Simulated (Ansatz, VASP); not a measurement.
# Cross-check of Co (Cobalt) between VASP and Ansatz

One calculation is typed for both programs; each brings its own data sets. How far apart do they land? The cell is taken from a series of runs on this material, whose earlier steps may have relaxed, scaled, displaced or heated it; both programs get it as it stands.

Program: Ansatz 0.2.0. Level of theory: plane waves, with VASP 6.6.1 beside it; single point at PBE. Results are calculated unless marked as measured.

**1. The structure**

The structure is hexagonal, space group P6_3/mmc (No. 194). The conventional cell has a = 2.507 Å, b = 2.507 Å, c = 4.070 Å, α = 90.00°, β = 90.00°, γ = 120.00°. Nearest to Co lie 12 Co at 2.50 to 2.51 Å.

Coordinates:

```cif
data_structure
_symmetry_space_group_name_H-M 'P6_3/mmc'
_symmetry_Int_Tables_number 194
_cell_length_a 2.5074
_cell_length_b 2.5074
_cell_length_c 4.0699
_cell_angle_alpha 90.000
_cell_angle_beta 90.000
_cell_angle_gamma 120.000
_cell_volume 22.16
loop_
_atom_site_label
_atom_site_type_symbol
_atom_site_symmetry_multiplicity
_atom_site_Wyckoff_symbol
_atom_site_fract_x
_atom_site_fract_y
_atom_site_fract_z
_atom_site_occupancy
Co1 Co 2 c 0.33333 0.66667 0.25000 1
```

**2. Ansatz: single point, PBE, pair 1**

Ansatz runs on its default PAW (the set named soft_2) files.

With cell and atoms fixed, the geometry can't cause a difference; cores, projectors, grids and the points listed under the comparison can.

File input.yaml:

```yaml
crystal:
  lattice:
    - [2.5074, 0.0, 0.0]
    - [-1.2537, 2.1714720974, 0.0]
    - [0.0, 0.0, 4.0699]
  atoms:
    - { symbol: Co, position: [0.3333333333, 0.6666666667, 0.25], spin: 2.0 }
    - { symbol: Co, position: [0.6666666667, 0.3333333333, 0.75], spin: 2.0 }
magnetization:
  spin_polarized: true
kpoints:
  mp_grid: { grid: [18, 18, 10] }
hamiltonian:
  xc: pbe
scf:
  occupations: { method: fermi_dirac, width: 0.1 }
checkpoint:
  write: ground.run
  compress: false
  write_wavefunctions: false
  write_every: 100000
```

Command:

```bash
$ ansatz run input.yaml --threads 2 --pin off --max-ram 5120MiB --backend cpu --events-out ev --progress --plain --runs-dir out
```

Numbers of over 12 decimals in the logs are rounded to 6 here.

Output:

```text
Engine: ansatz 0.2.0, aarch64-unknown-linux-gnu
Pseudopotentials: kind: paw
Pseudopotential: Co, paw, valence charge 17, recommended cutoff 420 eV (normal), Co.paw.azcp
Functional definition: PBE
  parameter kappa = 0.804
  parameter beta = 0.066725
  exchange = pbe_x(kappa = kappa, mu = beta*pi^2/3)
  correlation = pbe_c(beta = beta)
Crystal: 2 atoms, lattice volume = 22.160 Å³
Basis set: ecut = 420 eV, 415 PW (Γ)
Bands: 23, of which v1, the nominal top of the filled ones, is band 17 counted from 1 (16 counted from 0)
Symmetry: 24 space group operations
Space group: P63/mmc (ITA 194), of the structure as read, at distance tolerance 2.8e-5 Å
Magnetic group: BNS 194.263 (UNI 1493), of the structure as read, at distance tolerance 2.8e-5 Å
k-points: 222 of 3240
Non-local potential: Co, projectors of the file, l = 0: 3, l = 1: 2, l = 2: 3, l = 3: 1
PAW form: soft (Blöchl's): semilocal exchange-correlation on the pseudo side does not see the compensation charge
PAW one-centre angular grid: Co, 590 points (default); XC on 64 Gauss nodes
Initial density: superposition of atomic densities (chi_scale 0.1, normalization cell)
Starting moments: Σ|m| = 4 μB on 2 of 2 sites
Initial wavefunctions: pseudopotential atomic-orbital guess
Functional: x = pbe(κ = 0.804, μ = 0.219515), c = pbe(β = 0.066725)
SCF iter   1: F=—  HF=-10251.714095 eV  |F-HF|=—  |Δ(HF+E_count)|=         —  Δρ=7.65e-2 (↑5.59e-2 ↓7.65e-2)  dr2=2.18e0  dr2_m=5.30e-2  M=3.467 μB ∫|m|=3.619 μB  β_m=0.30  ethr=3.10e-3  ⟨swp⟩=4.9  Hψ=37406  notcnv=0
Mixer restart at iter 1: flushing history
preconditioner: auto → none  [metal: Δε(μ)=0.004 eV  Ē_g=8.972 eV  σ=0.100 eV  W_gap=0.01  n_scr=8 (ndim 8)  ℏωp=33.5 eV  f_vac=0.000  D(μ)=1.88/eV (n_scr^D=22)  sad-step TF]
SCF iter   2: F=—  HF=-10251.051448 eV  |F-HF|=—  |Δ(HF+E_count)|=   6.63e-1  Δρ=2.91e-2 (↑1.13e-2 ↓2.91e-2)  dr2=1.45e-1  dr2_m=5.65e-2  M=3.492 μB ∫|m|=3.690 μB  β_m=0.35  ethr=3.10e-3  ⟨swp⟩=2.6  Hψ=19189  notcnv=0  defer=48
SCF iter   3: F=—  HF=-10251.567124 eV  |F-HF|=—  |Δ(HF+E_count)|=   5.16e-1  Δρ=1.59e-2 (↑1.59e-2 ↓7.37e-3)  dr2=1.91e-2  dr2_m=1.80e-2  M=3.426 μB ∫|m|=3.667 μB  β_m=0.52  ethr=4.26e-4  ⟨swp⟩=2.2  Hψ=13708  notcnv=0  defer=48
SCF iter   4: F=—  HF=-10252.085471 eV  |F-HF|=—  |Δ(HF+E_count)|=   5.18e-1  Δρ=1.35e-2 (↑1.35e-2 ↓1.20e-2)  dr2=7.08e-2  dr2_m=3.60e-3  M=3.333 μB ∫|m|=3.619 μB  β_m=0.76  ethr=5.62e-5  ⟨swp⟩=2.5  Hψ=18816  notcnv=0  defer=48
SCF iter   5: F=—  HF=-10252.317868 eV  |F-HF|=—  |Δ(HF+E_count)|=   2.32e-1  Δρ=1.96e-3 (↑1.96e-3 ↓8.21e-4)  dr2=4.02e-4  dr2_m=3.42e-4  M=3.253 μB ∫|m|=3.578 μB  β_m=0.85  ethr=5.62e-5  ⟨swp⟩=2.0  Hψ=20440  notcnv=0  defer=48
SCF iter   6: F=—  HF=-10252.327497 eV  |F-HF|=—  |Δ(HF+E_count)|=   9.63e-3  Δρ=9.20e-4 (↑9.20e-4 ↓5.56e-4)  dr2=2.93e-4  dr2_m=1.26e-5  M=3.238 μB ∫|m|=3.575 μB  β_m=0.93  ethr=1.18e-6  ⟨swp⟩=2.0  Hψ=20647  notcnv=0  defer=48
SCF iter   7: F=—  HF=-10252.327873 eV  |F-HF|=—  |Δ(HF+E_count)|=   3.76e-4  Δρ=1.75e-4 (↑3.88e-5 ↓1.75e-4)  dr2=5.35e-6  dr2_m=9.63e-7  M=3.235 μB ∫|m|=3.574 μB  β_m=0.83  ethr=8.62e-7  ⟨swp⟩=2.6  Hψ=17778  notcnv=0  defer=47
SCF iter   8: F=—  HF=-10252.327872 eV  |F-HF|=—  |Δ(HF+E_count)|=   1.15e-6  Δρ=7.28e-5 (↑2.05e-5 ↓7.28e-5)  dr2=1.08e-6  dr2_m=1.46e-7  M=3.235 μB ∫|m|=3.575 μB  β_m=0.91  ethr=1.57e-8  ⟨swp⟩=1.7  Hψ=13578  notcnv=0  defer=47
SCF iter   9: F=—  HF=-10252.327872 eV  |F-HF|=—  |Δ(HF+E_count)|=   8.36e-8  Δρ=6.07e-6 (↑3.85e-6 ↓6.07e-6)  dr2=1.96e-9  dr2_m=4.65e-9  M=3.235 μB ∫|m|=3.575 μB  β_m=0.89  ethr=3.18e-9  ⟨swp⟩=2.1  Hψ=14053  notcnv=0  defer=47
SCF iter  10: F=-10252.327872 eV  HF=-10252.327872 eV  |F-HF|=2.02e-10  |Δ(HF+E_count)|=   2.50e-9  Δρ=1.35e-6 (↑1.35e-6 ↓6.03e-7)  dr2=2.34e-10  dr2_m=4.08e-11  M=3.235 μB ∫|m|=3.575 μB  ethr=5.76e-12  ⟨swp⟩=1.0  Hψ=29701  notcnv=0
SCF 1 converged in 10 iterations: F = -10252.327872 eV  dr2 = 2.34e-10
  greatest PAW one-centre occupation: 1.001 electrons in one spin orbital (limit 2), on the Co atom at site 1 (counted from 0), in its partial waves of l = 1
SCF converged after 10 iterations
Magnetization: 3.2348 μB (18.6174 up, 15.3826 down)
Absolute magnetization: 3.5758 μB (∫|ρ↑−ρ↓|, with the PAW one-centre terms)
Spin contamination: 0.0592 ħ² per cell (⟨S²⟩ above its minimum at these occupations)
Per-site moments (μB) at R_I (Å): [(1.695360, 1.030153), (1.695360, 1.030153)]
Free energy (F): -10252.327872 eV
Harris-Foulkes:  -10252.327872 eV  (|F-HF|=2.02e-10)
Internal energy: -10252.265896 eV  (E = F + TS)
E sigma→0 (E₀):  -10252.296884 eV
Entropy (-TS):   -0.061975 eV (-30.988 meV/atom)
Fermi energy:    18.239927 eV
--- Per-component energies (eV) ---
  E_band       = -502.658470
  E_kinetic    = 905.990988
  E_local      = -5724.768582  (includes V_loc(G=0)·N_el)
  E_nonlocal   = 908.420073
  E_hartree    = 2397.121303
  E_xc         = -317.545105
  E_vxc        = -409.737602  (∫ρ·V_xc dr)
  E_paw        = -3030.210327  (= ΣΔE_a)
  E_vpaw       = -976.804730  (= ΣTr[D̂ρ^β])
  E_aug_tail   = 0.000160  (compensation charges beyond the density's cutoff)
  E_ewald      = -5391.274405
  E_smearing   = -0.061975  (= −TS)
  E_closure    = 0.000000  (closes the sum)
  Σ components = -10252.327872   (vs F -10252.327872, Δ=0.00e0)
```

Reading the cycles: dr2 is the Hartree energy of the density residual (eV), the measure of convergence; HF is the Harris–Foulkes estimate of the energy, which meets the free energy F at convergence.

**3. VASP: single point, PBE, pair 1**

The same cell, functional, mesh and smearing now go to VASP, with its own data sets.

Lines of VASP's logs that name or quote its potential files are left out, and so is its time.

File INCAR:

```
SYSTEM = Co
PREC = Accurate
ENCUT = 520
EDIFF = 1E-06
NELM = 200
ISMEAR = -1
SIGMA = 0.1
LREAL = .FALSE.
ALGO = Normal
GGA = PE
NBANDS = 18
ISPIN = 2
MAGMOM = 1.7 1.7
LASPH = .TRUE.
LMAXMIX = 4
LORBIT = 11
LWAVE = .FALSE.
LCHARG = .FALSE.
ISIF = 2
GGA_COMPAT = .FALSE.
KPAR = 2
```

File POSCAR:

```
Co
1.0
    2.5074000000      0.0000000000      0.0000000000
   -1.2537000000      2.1714720974      0.0000000000
    0.0000000000      0.0000000000      4.0699000000
Co
2
Direct
    0.3333333333      0.6666666667      0.2500000000
    0.6666666667      0.3333333333      0.7500000000
```

File KPOINTS:

```
Automatic mesh
0
Gamma
18 18 10
0 0 0
```

The projector-augmented-wave data sets are Co (PBE family, release 64).

Command:

```bash
$ mpirun -np 2 vasp_std
```

Output:

```text
[banner, memory and clock lines left out]
running    2 mpi-ranks, on    1 nodes
 distrk:  each k-point on    1 cores,    2 groups
 distr:  one band on    1 cores,    1 groups

 POSCAR found type information on POSCAR Co
 POSCAR found :  1 types and       2 ions
 LDA part: xc-table for (Slater+PW92), standard interpolation
 POSCAR, INCAR and KPOINTS ok, starting setup
 FFT: planning ... GRIDC
 FFT: planning ... GRID_SOFT
 FFT: planning ... GRID
 WAVECAR not read
 entering main loop
       N       E                     dE             d eps       ncg     rms          rms(c)
DAV:   1     0.814446662169E+02    0.81445E+02   -0.80784E+03 16616   0.131E+03
DAV:   2    -0.128855377310E+02   -0.94330E+02   -0.85811E+02 16048   0.226E+02
DAV:   3    -0.161936912252E+02   -0.33082E+01   -0.31859E+01 17762   0.547E+01
DAV:   4    -0.162448200272E+02   -0.51129E-01   -0.51095E-01 20564   0.571E+00
DAV:   5    -0.162459572824E+02   -0.11373E-02   -0.11372E-02 18280   0.767E-01    0.145E+01
DAV:   6    -0.145691055845E+02    0.16769E+01   -0.96229E+00 17000   0.637E+01    0.757E+00
DAV:   7    -0.141228830171E+02    0.44622E+00   -0.15433E+00 18250   0.238E+01    0.372E+00
DAV:   8    -0.141082124654E+02    0.14671E-01   -0.19674E-02 20840   0.142E+00    0.179E+00
DAV:   9    -0.140932509422E+02    0.14962E-01   -0.38083E-03 24682   0.107E+00    0.584E-01
DAV:  10    -0.140934400653E+02   -0.18912E-03   -0.69695E-04 21494   0.362E-01    0.243E-01
DAV:  11    -0.140933793447E+02    0.60721E-04   -0.17789E-04 22670   0.211E-01    0.284E-02
DAV:  12    -0.140933766255E+02    0.27192E-05   -0.12870E-05 16790   0.347E-02    0.164E-02
DAV:  13    -0.140933758266E+02    0.79890E-06   -0.17808E-06 13722   0.192E-02
   1 F= -.14093376E+02 E0= -.14061957E+02  d E =-.628375E-01  mag=     3.2186
```

OUTCAR, selected parts (step 3):

```text
ion  position               nearest neighbor table
   1  0.333  0.667  0.250-   2 2.50   2 2.50   2 2.50   2 2.50   2 2.50   2 2.50
   2  0.667  0.333  0.750-   1 2.50   1 2.50   1 2.50   1 2.50   1 2.50   1 2.50

  LATTYP: Found a hexagonal cell.
 ALAT       =     2.5074000000
 C/A-ratio  =     1.6231554598

 Subroutine GETGRP returns: Found 24 space group operations
 (whereof 12 operations were pure point group operations)

The static configuration has the point symmetry D_3d.
 The point group associated with its full space group is D_6h.

 Found    222 irreducible k-points:

   k-points           NKPTS =    222   k-points in BZ     NKDIM =    222   number of bands    NBANDS=     18

   dimension x,y,z NGX =    20 NGY =   20 NGZ =   30
   dimension x,y,z NGXF=    40 NGYF=   40 NGZF=   60

   ENCUT  =  520.0 eV  38.22 Ry    6.18 a.u.   4.66  4.66  7.57*2*pi/ulx,y,z

   NELECT =      18.0000    total number of electrons

 k-points in reciprocal lattice and weights: Automatic mesh
   0.00000000  0.00000000  0.00000000       0.000
   0.05555556  0.00000000  0.00000000       0.002
   0.11111111  0.00000000  0.00000000       0.002
   0.16666667 -0.00000000  0.00000000       0.002
   0.22222222 -0.00000000  0.00000000       0.002
   0.27777778  0.00000000  0.00000000       0.002
   0.33333333  0.00000000  0.00000000       0.002
   0.38888889 -0.00000000  0.00000000       0.002
   0.44444444 -0.00000000  0.00000000       0.002
[...]
0.33333333  0.27777778  0.50000000       0.004
   0.33333333  0.33333333  0.50000000       0.001

 average (electrostatic) potential at core
       1 -78.5738       2 -78.5738

 E-fermi :   9.9673

 spin component 1
 k-point     1 :       0.0000    0.0000    0.0000
  band No.  band energies     occupation
    ...
      8       8.0487      1.00000
      9       8.0487      1.00000
     10       9.0991      0.99983
     11       9.0991      0.99983
     12       9.8627      0.73985
     13      16.0828      0.00000
     14      31.8090      0.00000
     15      34.1975      0.00000
     16      34.1975      0.00000
     17      34.8304      0.00000
    ...

 k-point     2 :       0.0556    0.0000    0.0000
  band No.  band energies     occupation
    ...
      7       7.7501      1.00000
      8       7.9954      1.00000
      9       8.0176      1.00000
     10       8.6361      1.00000
     11       9.1124      0.99981
     12      10.4519      0.00779
     13      16.1019      0.00000
     14      30.9622      0.00000
     15      32.6654      0.00000
     16      32.9396      0.00000
    ...

 k-point     3 :       0.1111    0.0000    0.0000
  band No.  band energies     occupation
    ...
      7       7.7204      1.00000
      8       7.8774      1.00000
      9       7.9327      1.00000
     10       8.1848      1.00000
     11       9.1461      0.99973
     12      11.3988      0.00000
     13      16.1638      0.00000
     14      28.6354      0.00000
     15      31.2983      0.00000
     16      31.8678      0.00000
    ...

 k-point     4 :       0.1667   -0.0000    0.0000
  band No.  band energies     occupation
    ...
      7       7.8301      1.00000
      8       7.8619      1.00000
      9       8.0050      1.00000
     10       8.0769      1.00000
     11       9.1876      0.99959
     12      12.4621      0.00000
     13      16.2809      0.00000
     14      26.0607      0.00000
     15      29.7520      0.00000
     16      31.2651      0.00000
    ...

 k-point     5 :       0.2222   -0.0000    0.0000
  band No.  band energies     occupation
    ...
      7       7.8724      1.00000
      8       8.1173      1.00000
      9       8.1198      1.00000
     10       8.3300      1.00000
     11       9.2270      0.99939
     12      13.6165      0.00000
     13      16.4660      0.00000
     14      23.5578      0.00000
     15      28.3470      0.00000
     16      30.5361      0.00000
    ...

 k-point     6 :       0.2778    0.0000    0.0000
  band No.  band energies     occupation
    ...
      7       7.7470      1.00000
      8       8.4424      1.00000
      9       8.4666      1.00000
     10       8.6116      1.00000
     11       9.2591      0.99916
     12      14.8509      0.00000
     13      16.6972      0.00000
     14      21.2525      0.00000
     15      27.1141      0.00000
     16      28.6917      0.00000
    ...

  Total       -0.6188130     -0.6188130     -0.6980812      0.0000000     -0.0000000     -0.0000000
  in kB      -44.7412812    -44.7412812    -50.4725120      0.0000000     -0.0000000     -0.0000000
  external PRESSURE =     -46.6516915 kB  Pullay stress =       0.0000000 kB

  energy-cutoff  :      520.00
  volume of cell :       22.16
      direct lattice vectors                 reciprocal lattice vectors
     2.507400000  0.000000000  0.000000000     0.398819494  0.230258542  0.000000000
    -1.253700000  2.171472097  0.000000000     0.000000000  0.460517085  0.000000000
     0.000000000  0.000000000  4.069900000     0.000000000  0.000000000  0.245706283

 POSITION                                       TOTAL-FORCE (eV/Angst)
 -----------------------------------------------------------------------------------
     -0.00000      1.44765      1.01747        -0.000000     -0.000000      0.000000
      1.25370      0.72382      3.05242         0.000000      0.000000      0.000000
 -----------------------------------------------------------------------------------
    total drift:                                0.000000      0.000000     -0.000000

  FREE ENERGIE OF THE ION-ELECTRON SYSTEM (eV)
  ---------------------------------------------------
  free  energy   TOTEN  =       -14.0933758266 eV

  energy  without entropy=      -14.0305383000  energy(sigma->0) =      -14.06195706

 total charge
# of ion       s       p       d       tot
------------------------------------------
    1        0.480   0.503   7.250   8.233
    2        0.480   0.503   7.250   8.233
--------------------------------------------------
tot          0.959   1.006  14.501  16.466

 magnetization (x)
# of ion       s       p       d       tot
------------------------------------------
    1       -0.015  -0.054   1.702   1.634
    2       -0.015  -0.054   1.702   1.634
--------------------------------------------------
tot         -0.030  -0.108   3.405   3.267

[... 6 further parts left out ...]
```

The run ends at a pressure of -4.67 GPa.

**4. Differences**

Known differences besides the potentials themselves: VASP starts from the moments at which Ansatz ended; the data sets hold 34 valence electrons in Ansatz (on its default PAW (the set named soft_2) files) and 18 in VASP; the cutoff is 420 eV in Ansatz and 520 eV in VASP; site moments are counted in spheres of each program's own size. Total energies have different zeros and are not compared.

Compared:

```
          quantity  Ansatz  VASP  difference
 total moment (μB)    3.23  3.22       +0.02
moment on Co1 (μB)    1.70  1.63       +0.06
moment on Co2 (μB)    1.70  1.63       +0.06
```

**5. Ansatz: single point, PBE, pair 2**

A single point gives forces, pressure and levels at one fixed geometry, so differences don't come from the geometry; what else differs is listed under the comparison.

The cell is taken from a series of runs on this material, whose earlier steps may have relaxed, scaled, displaced or heated it; both programs get it as it stands.

input.yaml, the sections that differ from step 2:

```yaml
crystal:
  lattice:
    - [2.5074, 0.0, 0.0]
    - [-1.2537, 2.1714720974, 0.0]
    - [0.0, 0.0, 4.0699]
  atoms:
    - { symbol: Co, position: [0.3333333333, 0.6666666667, 0.25], spin: 2.0 }
    - { symbol: Co, position: [0.6666666667, 0.3333333333, 0.75], spin: -2.0 }
# magnetization, kpoints, hamiltonian, scf, checkpoint: as in step 2
```

Command:

```bash
$ ansatz run input.yaml --threads 2 --pin off --max-ram 5120MiB --backend cpu --events-out ev --progress --plain --runs-dir out
```

Output:

```text
[...]
Crystal: 2 atoms, lattice volume = 22.160 Å³
Basis set: ecut = 420 eV, 415 PW (Γ)
Bands: 23, of which v1, the nominal top of the filled ones, is band 17 counted from 1 (16 counted from 0)
Symmetry: 12 space group operations
[...]
k-points: 222 of 3240 (time reversal used)
[...]
Starting moments: Σ|m| = 4 μB on 2 of 2 sites
[...]
SCF converged after 17 iterations
Magnetization: 3.2348 μB (18.6174 up, 15.3826 down)
Absolute magnetization: 3.5758 μB (∫|ρ↑−ρ↓|, with the PAW one-centre terms)
[...]
Per-site moments (μB) at R_I (Å): [(1.695382, 1.030153), (1.695334, 1.030153)]
Free energy (F): -10252.327872 eV
[...]
Internal energy: -10252.265896 eV  (E = F + TS)
E sigma→0 (E₀):  -10252.296884 eV
Entropy (-TS):   -0.061976 eV (-30.988 meV/atom)
Fermi energy:    18.239931 eV
[...]
```

**6. VASP: single point, PBE, pair 2**

The same cell, functional, mesh and smearing now go to VASP, with its own data sets.

INCAR is that of step 3.

POSCAR is that of step 3.

KPOINTS is that of step 3.

Command:

```bash
$ mpirun -np 2 vasp_std
```

Output:

```text
[... set-up lines as in an earlier step ...]
 entering main loop
       N       E                     dE             d eps       ncg     rms          rms(c)
[... 13 cycles as in an earlier step ...]
   1 F= -.14093376E+02 E0= -.14061957E+02  d E =-.628375E-01  mag=     3.2186
```

From OUTCAR (step 6):

```text
[... 7 parts as in an earlier step ...]

[... 1 further part left out ...]
[key lines of the parts left out:]
E-fermi :   9.9673
```

The run ends at a pressure of -4.67 GPa.

**7. Comparison**

What differs besides the data sets and the points named for the pairs above, as far as they apply: the data sets hold 34 valence electrons in Ansatz (on its default PAW (the set named soft_2) files) and 18 in VASP. Total energies have different zeros and are not compared.

Both answers:

```
          quantity  Ansatz  VASP  difference
 total moment (μB)    3.23  3.22       +0.02
moment on Co1 (μB)    1.70  1.63       +0.06
moment on Co2 (μB)    1.70  1.63       +0.06
```

(Part 1 of 2 ends here.)

[Lines on the potential files, build, host, timing and source positions are cut from VASP's logs without a mark.]

[Logs are printed without paths, hosts, clocks, repeated set-up lines and the standing remarks that a program may print on its own settings, such as how far it seeks lower states.]

[Hosts, paths, dates, database ids (printed as entryN), source tags and the programs' standing remarks are cut or masked in the printed files.]
